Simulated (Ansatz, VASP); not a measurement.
## Cross-check of SnSe2 between VASP and Ansatz

Aim: how closely do two programs agree when they are given the same cell, functional and k mesh? The cell is generated by rule, not measured, and may not be a known phase. The cell is taken from a series of runs on this material, whose earlier steps may have relaxed, scaled, displaced or heated it; both programs get it as it stands.

Calculated with Ansatz 0.2.0; plane waves, with VASP 6.6.1 beside it; single point at r2SCAN.

The structure was built from a prototype and need not be the compound's stable phase.

**1. The starting structure**

Symmetry: Pmn2_1, No. 31, orthorhombic system. Conventional cell: a = 3.970 Å, b = 6.484 Å, c = 6.484 Å, α = 90.00°, β = 90.00°, γ = 90.00°. Sn has 6 Se at 2.56 to 3.21 Å nearest. Nearest to Se lie 3 Sn at 2.70 to 3.21 Å. Se has 3 Sn at 2.56 to 2.88 Å nearest. Farther neighbours and most contacts between anions are not listed.

**2. Ansatz: single point, r2SCAN**

Ansatz runs on its default PAW (the set named soft_2) files.

A single point gives forces, pressure and levels at one fixed geometry, so differences don't come from the geometry; what else differs is listed under the comparison.

Input file input.yaml:

```yaml
crystal:
  lattice:
    - [6.4844249796, 0.0, 0.0]
    - [0.0, 6.4844249796, 0.0]
    - [0.0, 0.0, 3.9702852424]
  atoms:
    - { symbol: Sn, position: [-0.0598548252, -0.0210921382, 0.0] }
    - { symbol: Sn, position: [0.4401451748, 0.5210921382, 0.5] }
    - { symbol: Se, position: [0.3519402328, 0.2541126795, 0.0] }
    - { symbol: Se, position: [0.7380341413, 0.640206588, 0.0] }
    - { symbol: Se, position: [0.8519402328, 0.2458873205, 0.5] }
    - { symbol: Se, position: [0.2380341413, 0.859793412, 0.5] }
kpoints:
  mp_grid: { grid: [6, 6, 12] }
hamiltonian:
  xc: r2scan
scf:
  occupations: { method: methfessel_paxton, width: 0.2 }
output:
  forces: true
  stress: true
  eigenvalues: true
```

Launch:

```
> ansatz run input.yaml --threads 8 --pin off --max-ram 14336MiB --backend cpu --events-out ev --progress --plain --runs-dir out
```

Numbers of over 12 decimals in the logs are rounded to 6 here.

What it wrote:

```text
Engine: ansatz 0.2.0, aarch64-unknown-linux-gnu
Pseudopotentials: kind: paw
Pseudopotential: Sn, paw, valence charge 14, recommended cutoff 500 eV (meta_gga), Sn.paw.azcp
Pseudopotential: Se, paw, valence charge 16, recommended cutoff 500 eV (meta_gga), Se.paw.azcp
Functional definition: r2SCAN
  parameter k0 = 0.174
  parameter k1 = 0.065
  parameter a1 = 4.9479
  exchange = r2scan_x(k0 = k0, k1 = k1, a1 = a1)
  correlation = r2scan_c
Crystal: 6 atoms, lattice volume = 166.942 Å³
Basis set: ecut = 500 eV, 4235 PW (Γ), exchange–correlation on 192×192×120 points (64 copies of the dense FFT grid, shifted against one another)
Bands: 56, of which v1, the nominal top of the filled ones, is band 46 counted from 1 (45 counted from 0)
Symmetry: 4 space group operations
Space group: Pmn21 (ITA 31), of the structure as read, at distance tolerance 5.5e-5 Å
k-points: 112 of 432 (time reversal used)
Non-local potential: Sn, projectors of the file, l = 0: 2, l = 1: 2, l = 2: 2, l = 3: 2
Non-local potential: Se, projectors of the file, l = 0: 2, l = 1: 2, l = 2: 3, l = 3: 1
PAW form: soft (Blöchl's): semilocal exchange-correlation on the pseudo side does not see the compensation charge
PAW frozen core: Sn, regenerated for the run's functional (the file was generated under x = pbe(κ = 0.804, μ = 0.219515), c = pbe(β = 0.066725))
PAW frozen core: Se, regenerated for the run's functional (the file was generated under x = pbe(κ = 0.804, μ = 0.219515), c = pbe(β = 0.066725))
PAW one-centre angular grid: Sn, 590 points (default); XC on 249 of its mesh's 2787 points in the sphere
PAW one-centre angular grid: Se, 590 points (default); XC on 160 Gauss nodes
Initial density: superposition of atomic densities (neutral atoms: chi_scale 0, normalization atom), corrected by the library's trained network
Initial wavefunctions: pseudopotential atomic-orbital guess
Functional: x = r2scan, c = r2scan; τ floored in thin density (d = 2e-4 eV/Å³)
SCF iter   1: F=—  HF=-33991.063053 eV  |F-HF|=—  |Δ(HF+E_count)|=         —  Δρ=7.21e-3  dr2=1.49e-1  dr2_τ=1.20e-2  ethr=1.77e-3  ⟨swp⟩=7.3  Hψ=24561  notcnv=0
preconditioner: auto → Kerker (q_TF=auto, 2.470 Å⁻¹)  [metal: Δε(μ)=0.088 eV  Ē_g=10.133 eV  σ=0.200 eV  W_gap=0.36  n_scr=38 (ndim 8)  ℏωp=16.3 eV  f_vac=0.085  D(μ)=0.30/eV (n_scr^D=0)]
SCF iter   2: F=—  HF=-33991.065775 eV  |F-HF|=—  |Δ(HF+E_count)|=   2.72e-3  S|Δr|=    0.00e0  Δρ=4.09e-3  dr2=5.57e-2  dr2_τ=3.46e-4  ethr=1.61e-4  ⟨swp⟩=2.3  Hψ=11321  notcnv=0
SCF iter   3: F=—  HF=-33991.057589 eV  |F-HF|=—  |Δ(HF+E_count)|=   8.19e-3  S|Δr|=    0.00e0  Δρ=1.27e-3  dr2=8.10e-3  dr2_τ=4.24e-5  ethr=6.05e-5  ⟨swp⟩=2.0  Hψ=6809  notcnv=0
SCF iter   4: F=—  HF=-33991.056170 eV  |F-HF|=—  |Δ(HF+E_count)|=   1.42e-3  S|Δr|=    0.00e0  Δρ=5.88e-4  dr2=1.26e-3  dr2_τ=8.42e-6  ethr=8.81e-6  ⟨swp⟩=2.2  Hψ=8016  notcnv=0
SCF iter   5: F=—  HF=-33991.056165 eV  |F-HF|=—  |Δ(HF+E_count)|=   4.68e-6  S|Δr|=    0.00e0  Δρ=2.02e-4  dr2=2.80e-4  dr2_τ=1.63e-6  ethr=1.37e-6  ⟨swp⟩=2.0  Hψ=7166  notcnv=0
SCF iter   6: F=—  HF=-33991.056164 eV  |F-HF|=—  |Δ(HF+E_count)|=   1.65e-6  S|Δr|=    0.00e0  Δρ=1.24e-4  dr2=4.21e-5  dr2_τ=9.18e-7  ethr=3.05e-7  ⟨swp⟩=2.0  Hψ=8845  notcnv=0
SCF iter   7: F=—  HF=-33991.056191 eV  |F-HF|=—  |Δ(HF+E_count)|=   2.73e-5  S|Δr|=    0.00e0  Δρ=5.08e-5  dr2=6.94e-6  dr2_τ=6.84e-8  ethr=4.58e-8  ⟨swp⟩=2.0  Hψ=8832  notcnv=0
SCF iter   8: F=—  HF=-33991.056193 eV  |F-HF|=—  |Δ(HF+E_count)|=   1.83e-6  S|Δr|=    0.00e0  Δρ=1.28e-5  dr2=4.08e-7  dr2_τ=4.89e-9  ethr=7.54e-9  ⟨swp⟩=2.0  Hψ=8845  notcnv=0
SCF iter   9: F=—  HF=-33991.056193 eV  |F-HF|=—  |Δ(HF+E_count)|=   2.07e-7  S|Δr|=    0.00e0  Δρ=5.73e-6  dr2=1.30e-7  dr2_τ=3.71e-9  ethr=1.09e-10  ⟨swp⟩=10.8  Hψ=29845  notcnv=0
SCF iter  10: F=-33991.056193 eV  HF=-33991.056193 eV  |F-HF|=4.10e-9  |Δ(HF+E_count)|=   2.75e-8  S|Δr|=    0.00e0  Δρ=2.73e-6  dr2=2.55e-8  dr2_τ=3.29e-10  ethr=1.09e-10  ⟨swp⟩=4.1  Hψ=22188  notcnv=0
SCF 1 converged in 10 iterations: F = -33991.056193 eV  dr2 = 2.55e-8
  greatest PAW one-centre occupation: 1.000 electrons in one spin orbital (limit 2), on the Se atom at site 4 (counted from 0), in its partial waves of l = 2
SCF converged after 10 iterations
Stability not checked: this state was not tested for a lower state beside it, because cold or Methfessel-Paxton smearing, or corrected tetrahedra, fill the levels in a way that the test cannot read (fill_not_monotonic; see scf.lower_state_search)
Free energy (F): -33991.056193 eV
Harris-Foulkes:  -33991.056193 eV  (|F-HF|=4.10e-9)
Internal energy: -33991.058981 eV  (E = F + TS)
E sigma→0 (E₀):  -33991.056890 eV
Entropy (-TS):   0.002788 eV (0.465 meV/atom)
Fermi energy:    7.498996 eV
Step filling:    the computed levels leave a gap of 0.0333 eV = 0.2 smearing widths at the electron count; against every level under it full and every level over it empty, smearing changes F+E_penalty+E_count by +0.586 meV and its σ→0 estimate by -0.111 meV
--- Per-component energies (eV) ---
  E_band       = -1880.566721
  E_kinetic    = 843.315687
  E_local      = -12222.563625  (includes V_loc(G=0)·N_el)
  E_nonlocal   = -2444.223374
  E_hartree    = 6223.412633
  E_xc         = -1137.778571
  E_vxc        = -625.381170  (∫ρ·V_xc dr)
  E_paw        = -16026.034489  (= ΣΔE_a)
  E_vpaw       = 87.993914  (= ΣTr[D̂ρ^β])
  E_aug_tail   = -0.000834  (compensation charges beyond the density's cutoff)
  E_vtau       = 33.474052  (kinetic-family band-sum trace: ∫τ·v_τ [+ j·A + Jᵃ·Aᵃ] dr)
  E_ewald      = -9221.597968
  E_core_change = -5.588441  (= ΣΔE_core)
  E_smearing   = 0.002788  (= −TS)
  E_closure    = -0.000000  (closes the sum)
  Σ components = -33991.056193   (vs F -33991.056193, Δ=0.00e0)
--- Forces (eV/Å), atoms counted from 1 ---
  atom   1  Sn     0.26839099     0.88832457     0.00000000
  atom   2  Sn     0.26839099    -0.88832457     0.00000000
  atom   3  Se     0.23075631     0.93668225     0.00000000
  atom   4  Se    -0.49914540    -0.26540066     0.00000000
  atom   5  Se     0.23075631    -0.93668225     0.00000000
  atom   6  Se    -0.49914540     0.26540066     0.00000000
  max |Σ_I F_I| component: 3.81e-6 eV/Å
--- Stress (GPa, compression-positive) ---
       -0.467941       0.000000       0.000000
        0.000000      -1.277907       0.000000
        0.000000       0.000000      -2.088057
  P = ⅓ Tr σ = -1.2780 GPa (-12.780 kbar)
--- Band table (eV; the first three rows and the last of 112) ---
  k-point 0: bands = [... 42 lower, 6.4301, 6.5031, 6.5518, 6.9216, 7.5713, 8.6692, 10.3690, 10.8158, ... 6 higher]
  k-point 1: bands = [... 42 lower, 6.0454, 6.6709, 7.0603, 7.3146, 7.5443, 8.8277, 10.5189, 10.7740, ... 6 higher]
  k-point 2: bands = [... 42 lower, 5.3839, 6.5920, 7.1292, 7.3551, 8.0032, 9.1475, 10.4255, 11.0444, ... 6 higher]
  k-point 111: bands = [... 42 lower, 6.1364, 6.1364, 6.4182, 6.4182, 7.7177, 7.7177, 10.5605, 10.5605, ... 6 higher]
```

In the SCF lines HF is the Harris–Foulkes energy and dr2 the Hartree energy of the density residual, in eV; the loop may stop once dr2 is under the threshold and the program's other checks hold. Hψ counts applications of the Hamiltonian.

The run ends at a pressure of -1.28 GPa, with forces up to 0.96 eV/Å.

**3. VASP: single point, r2SCAN**

The same cell, functional, mesh and smearing now go to VASP, with its own data sets.

Lines of VASP's logs that name or quote its potential files are left out, and so is its time.

Input file INCAR:

```
SYSTEM = SnSe2
PREC = Accurate
ENCUT = 550
EDIFF = 1E-06
NELM = 120
ISMEAR = 1
SIGMA = 0.2
LREAL = .FALSE.
ALGO = Normal
METAGGA = R2SCAN
LASPH = .TRUE.
NBANDS = 32
LORBIT = 11
LWAVE = .FALSE.
LCHARG = .FALSE.
ISIF = 2
GGA_COMPAT = .FALSE.
LMIXTAU = .TRUE.
KPAR = 2
```

Input file POSCAR:

```
SnSe2
1.0
    6.4844249796      0.0000000000      0.0000000000
    0.0000000000      6.4844249796      0.0000000000
    0.0000000000      0.0000000000      3.9702852424
Sn Se
2 4
Direct
    0.9401451748      0.9789078618      0.0000000000
    0.4401451748      0.5210921382      0.5000000000
    0.3519402328      0.2541126795      0.0000000000
    0.7380341413      0.6402065880      0.0000000000
    0.8519402328      0.2458873205      0.5000000000
    0.2380341413      0.8597934120      0.5000000000
```

Input file KPOINTS:

```
Automatic mesh
0
Gamma
6 6 12
0 0 0
```

The projector-augmented-wave data sets are Sn_d and Se (PBE family, release 64).

Launch:

```
> mpirun -np 2 vasp_std
```

What it wrote:

```text
[banner, memory and clock lines left out]
running    2 mpi-ranks, on    1 nodes
 distrk:  each k-point on    1 cores,    2 groups
 distr:  one band on    1 cores,    1 groups

 POSCAR found type information on POSCAR SnSe
 POSCAR found :  2 types and       6 ions
|                                                                             |
|               ----> ADVICE to this user running VASP <----                  |
|                                                                             |
|     You enforced a specific xc type in the INCAR file but a different       |
|     [... a line on the potential file left out ...]
|     I HOPE YOU KNOW WHAT YOU ARE DOING!                                     |
|                                                                             |

 LDA part: xc-table for (None), standard interpolation
 POSCAR, INCAR and KPOINTS ok, starting setup
 FFT: planning ... GRIDC
 FFT: planning ... GRID_SOFT
 FFT: planning ... GRID
 WAVECAR not read
 entering main loop
       N       E                     dE             d eps       ncg     rms          rms(c)
DAV:   1     0.419168768366E+03    0.41917E+03   -0.24059E+04  7264   0.198E+03
DAV:   2    -0.396952976223E+02   -0.45886E+03   -0.44694E+03  7256   0.502E+02
DAV:   3    -0.113473277979E+03   -0.73778E+02   -0.72161E+02  8752   0.176E+02
DAV:   4    -0.117245210255E+03   -0.37719E+01   -0.37433E+01  8560   0.423E+01
DAV:   5    -0.117348583992E+03   -0.10337E+00   -0.10332E+00 10256   0.742E+00    0.770E+00
DAV:   6    -0.112137882899E+03    0.52107E+01   -0.33887E+00 10096   0.221E+01    0.530E+00
DAV:   7    -0.106300882076E+03    0.58370E+01   -0.18030E+00  7976   0.705E+00    0.185E+00
DAV:   8    -0.107815427257E+03   -0.15145E+01   -0.12056E+00  7944   0.669E+00    0.988E-01
DAV:   9    -0.107908297488E+03   -0.92870E-01   -0.24077E-01  7824   0.304E+00    0.610E-01
DAV:  10    -0.107902308148E+03    0.59893E-02   -0.28347E-02  8416   0.125E+00    0.338E-01
DAV:  11    -0.107972005399E+03   -0.69697E-01   -0.14528E-01  7352   0.265E+00    0.192E-01
DAV:  12    -0.107980577916E+03   -0.85725E-02   -0.10165E-02  8520   0.656E-01    0.184E-01
DAV:  13    -0.107983201632E+03   -0.26237E-02   -0.62829E-04  8280   0.196E-01    0.125E-01
DAV:  14    -0.107990780768E+03   -0.75791E-02   -0.59422E-03  7528   0.631E-01    0.529E-02
DAV:  15    -0.107991024778E+03   -0.24401E-03   -0.23043E-03  8504   0.328E-01    0.880E-02
DAV:  16    -0.107991081781E+03   -0.57002E-04   -0.18480E-04  8096   0.120E-01    0.552E-02
DAV:  17    -0.107991443958E+03   -0.36218E-03   -0.29678E-04  8080   0.123E-01    0.523E-03
DAV:  18    -0.107991490279E+03   -0.46320E-04   -0.34719E-05  8320   0.384E-02    0.443E-03
DAV:  19    -0.107991508686E+03   -0.18407E-04   -0.75406E-06  6816   0.225E-02    0.427E-03
DAV:  20    -0.107991509244E+03   -0.55862E-06   -0.95214E-07  5128   0.764E-03
   1 F= -.10799151E+03 E0= -.10799244E+03  d E =0.280605E-02
```

From OUTCAR (step 3):

```text
ion  position               nearest neighbor table
   1  0.940  0.979  0.000-   4 2.56   5 2.70   5 2.70   6 2.88   6 2.88   3 3.21
   2  0.440  0.521  0.500-   6 2.56   3 2.70   3 2.70   4 2.88   4 2.88   5 3.21
   3  0.352  0.254  0.000-   2 2.70   2 2.70   1 3.21
   4  0.738  0.640  0.000-   1 2.56   2 2.88   2 2.88
   5  0.852  0.246  0.500-   1 2.70   1 2.70   2 3.21
   6  0.238  0.860  0.500-   2 2.56   1 2.88   1 2.88

  LATTYP: Found a simple tetragonal cell.
 ALAT       =     6.4844249796
 C/A-ratio  =     0.6122802338

 Subroutine GETGRP returns: Found  4 space group operations
 (whereof  2 operations were pure point group operations)

The static configuration has the point symmetry C_1h.
 The point group associated with its full space group is C_2v.

 Found    112 irreducible k-points:

   k-points           NKPTS =    112   k-points in BZ     NKDIM =    112   number of bands    NBANDS=     32

   dimension x,y,z NGX =    50 NGY =   50 NGZ =   30
   dimension x,y,z NGXF=   100 NGYF=  100 NGZF=   60

   ENCUT  =  550.0 eV  40.42 Ry    6.36 a.u.  12.40 12.40  7.59*2*pi/ulx,y,z

   NELECT =      52.0000    total number of electrons

 k-points in reciprocal lattice and weights: Automatic mesh
   0.00000000  0.00000000  0.00000000       0.002
   0.16666667  0.00000000  0.00000000       0.005
   0.00000000  0.16666667  0.00000000       0.005
   0.33333333  0.00000000  0.00000000       0.005
   0.00000000  0.33333333  0.00000000       0.005
   0.50000000  0.00000000  0.00000000       0.002
   0.00000000  0.50000000  0.00000000       0.002
   0.16666667  0.16666667  0.00000000       0.009
   0.33333333  0.16666667  0.00000000       0.009
[...]
-0.33333333  0.50000000  0.50000000       0.005
   0.50000000  0.50000000  0.50000000       0.002

 average (electrostatic) potential at core
       1-109.2193       2-109.2193       3 -58.4554       4 -58.7351       5 -58.4554
       6 -58.7351

 E-fermi :   3.8463

 k-point     1 :       0.0000    0.0000    0.0000
  band No.  band energies     occupation
    ...
     22       2.5196      2.00000
     23       2.7780      2.00000
     24       2.8443      2.00000
     25       2.8963      2.00000
     26       3.2690      2.00035
     27       3.9198      0.42206
     28       5.0169     -0.00000
     29       6.7141     -0.00000
     30       7.1544     -0.00000
     31       7.3853     -0.00000
    ...

 k-point     2 :       0.1667    0.0000    0.0000
  band No.  band energies     occupation
    ...
     23       2.7287      2.00000
     24       2.7884      2.00000
     25       2.9130      2.00000
     26       3.4804      2.02663
     27       3.8512      0.95836
     28       5.0127     -0.00000
     29       6.7249     -0.00000
     30       7.1408     -0.00000
     31       7.4570     -0.00000
     32       8.4346      0.00000

 k-point     3 :       0.0000    0.1667    0.0000
  band No.  band energies     occupation
    ...
     22       2.1367      2.00000
     23       2.3679      2.00000
     24       2.9177      2.00000
     25       3.0167      2.00000
     26       3.5279      2.04685
     27       3.9131      0.46856
     28       5.1430     -0.00000
     29       6.7280     -0.00000
     30       7.1728     -0.00000
     31       7.4479     -0.00000
    ...

  Total       -0.5017255     -1.3190449     -2.1508427      0.0000000      0.0000000      0.0000000
  in kB       -4.8151755    -12.6591786    -20.6421331      0.0000000      0.0000000      0.0000000
  external PRESSURE =     -12.7054957 kB  Pullay stress =       0.0000000 kB

  energy-cutoff  :      550.00
  volume of cell :      166.94
      direct lattice vectors                 reciprocal lattice vectors
     6.484424980  0.000000000  0.000000000     0.154215679  0.000000000  0.000000000
     0.000000000  6.484424980  0.000000000     0.000000000  0.154215679  0.000000000
     0.000000000  0.000000000  3.970285242     0.000000000  0.000000000  0.251871072

 POSITION                                       TOTAL-FORCE (eV/Angst)
 -----------------------------------------------------------------------------------
      6.09630      6.34765      0.00000         0.269296      0.889992      0.000000
      2.85409      3.37898      1.98514         0.269296     -0.889992      0.000000
      2.28213      1.64777      0.00000         0.229204      0.931218      0.000000
      4.78573      4.15137      0.00000        -0.498500     -0.269958      0.000000
      5.52434      1.59444      1.98514         0.229204     -0.931218      0.000000
      1.54351      5.57527      1.98514        -0.498500      0.269958      0.000000
 -----------------------------------------------------------------------------------
    total drift:                               -0.000034      0.000000      0.000000

  FREE ENERGIE OF THE ION-ELECTRON SYSTEM (eV)
  ---------------------------------------------------
  free  energy   TOTEN  =      -107.9915092442 eV

  energy  without entropy=     -107.9943152930  energy(sigma->0) =     -107.99244459

 total charge
# of ion       s       p       d       tot
------------------------------------------
    1        1.090   0.965  10.054  12.109
    2        1.090   0.965  10.054  12.109
    3        1.493   2.296   0.025   3.814
    4        1.485   2.336   0.025   3.845
    5        1.493   2.296   0.025   3.814
    6        1.485   2.336   0.025   3.845
--------------------------------------------------
tot          8.133  11.193  20.209  39.535

[... 3 further parts left out ...]
```

The gap is under twice the smearing width, so the edge states are partly filled and the run can't tell a small gap from a semimetal. Methfessel-Paxton smearing is not meant for a cell with a gap.

**4. Side by side**

Known differences besides the potentials themselves: VASP keeps PBE cores, Ansatz makes them for the functional; the data sets hold 92 valence electrons in Ansatz (on its default PAW (the set named soft_2) files) and 52 in VASP; the cutoff is 500 eV in Ansatz and 550 eV in VASP. Total energies have different zeros and are not compared.

The two programs side by side:

| quantity | Ansatz | VASP | difference |
| --- | --- | --- | --- |
| pressure (GPa) | -1.28 | -1.27 | -0.01 |

Forces (eV/Å; atoms numbered as in POSCAR):

| atom | Ansatz x, y, z | VASP x, y, z |
| --- | --- | --- |
| Sn1 | 0.268, 0.888, 0.000 | 0.269, 0.890, 0.000 |
| Sn2 | 0.268, -0.888, 0.000 | 0.269, -0.890, 0.000 |
| Se3 | 0.231, 0.937, 0.000 | 0.229, 0.931, 0.000 |
| Se4 | -0.499, -0.265, 0.000 | -0.498, -0.270, 0.000 |
| Se5 | 0.231, -0.937, 0.000 | 0.229, -0.931, 0.000 |
| Se6 | -0.499, 0.265, 0.000 | -0.498, 0.270, 0.000 |

The forces differ by 2.5 meV/Å r.m.s., which is 0.5 % of the r.m.s. force of 0.484 eV/Å (both taken over all components).

**5. What came out**

| Quantity | Value |
| --- | --- |
| r.m.s. force difference (single point, r2SCAN) | 0.52 % of the r.m.s. force |

**Reading.** The r.m.s. force difference is 0.52 % of the r.m.s. force (single point, r2SCAN), within the 3 % picked in this series as the mark of a large difference. The data sets hold unlike numbers of valence electrons (92 in Ansatz and 52 in VASP), so part of the differences comes from the potentials. How closely two codes agree says nothing of how well the functional describes the real material.

[Lines on the potential files, build, host, timing and source positions are cut from VASP's logs without a mark.]

[Logs are printed without paths, hosts, clocks, repeated set-up lines and the standing remarks that a program may print on its own settings, such as how far it seeks lower states.]

[Hosts, paths, dates, database ids (printed as entryN), source tags and the programs' standing remarks are cut or masked in the printed files.]
